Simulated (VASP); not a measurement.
Given:

```xyz
2
Lattice="1.4841 -2.5705 0.0000 1.4841 2.5705 0.0000 0.0000 0.0000 2.8968" Properties=species:S:1:pos:R:3 pbc="T T T"
W      0.0000     0.0000     0.0000
C      1.4841     0.8568     1.4484
```

Method: PBE GGA, VASP's PBE PAW potentials (set 64) (plane waves; VASP 6.6.1). Settings: 520 eV cut-off, 11×11×10 Γ-centred mesh, first-order Methfessel-Paxton smearing of 0.10 eV, potentials W_sv C.

Unless said otherwise, spin-orbit coupling is left out, though it shifts the bands of the heavy elements here.

**Question.** What does the run give for the energy per atom (σ→0), pressure, band gap (on the k-mesh) with the smallest direct gap where there is one?

**Answer.** 
The band gap (on the k-mesh) is none (metal, semimetal or under 0.01 eV). The energy per atom (σ→0) is -1080.6 kJ/mol-atom and the pressure comes out as -161.5 kbar.

The compound is WC in the wc structure. The cell was not relaxed at this level.
